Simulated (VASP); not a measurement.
These are r2SCAN meta-GGA, VASP's PBE PAW potentials (set 64) (plane waves; VASP) values and carry that method's errors.

VASP ran on this input.

POSCAR:
```
Be(001) slab
1
    2.2659438307     0.0000000000     0.0000000000
   -1.1329719153     1.9623647481     0.0000000000
    0.0000000000     0.0000000000    25.6068859028
Be
6
Direct
  0.6666670000   0.3333330000   0.3956880000
  0.3333330000   0.6666670000   0.3261460000
  0.6666670000   0.3333330000   0.5347710000
  0.3333330000   0.6666670000   0.4652290000
  0.6666670000   0.3333330000   0.6738540000
  0.3333330000   0.6666670000   0.6043120000
```

### INCAR
```
ALGO  =  Normal
DIPOL  =  0.5 0.5 0.5
EDIFF  =  1E-5
EDIFFG  =  -0.03
ENCUT  =  400
IBRION  =  2
IDIPOL  =  3
ISIF  =  2
ISMEAR  =  1
LASPH  =  .TRUE.
LCHARG  =  .FALSE.
LDIPOL  =  .TRUE.
LMIXTAU  =  .TRUE.
LREAL  =  .FALSE.
LWAVE  =  .TRUE.
METAGGA  =  R2SCAN
NELM  =  100
NELMIN  =  4
NSW  =  50
PREC  =  Normal
SIGMA  =  0.1
SYSTEM  =  Be(001) slab
```

### KPOINTS
```
Automatic mesh
0
Gamma
14 14 1
0 0 0
```

POTCAR, in this order: Be (PBE.64 set). Program: vasp_std.

Question: What will the output report for the number of irreducible k-points (NKPTS), largest plane-wave count, number of space-group operations, FFT grid (NGX, NGY, NGZ)?

Answer: 
- number of irreducible k-points (NKPTS): 24
- largest plane-wave count: 2111
- number of space-group operations: 12
- FFT grid (NGX, NGY, NGZ): 12 × 12 × 126

The cell is a thin slab with vacuum, built from Be (hcp): (001) face.
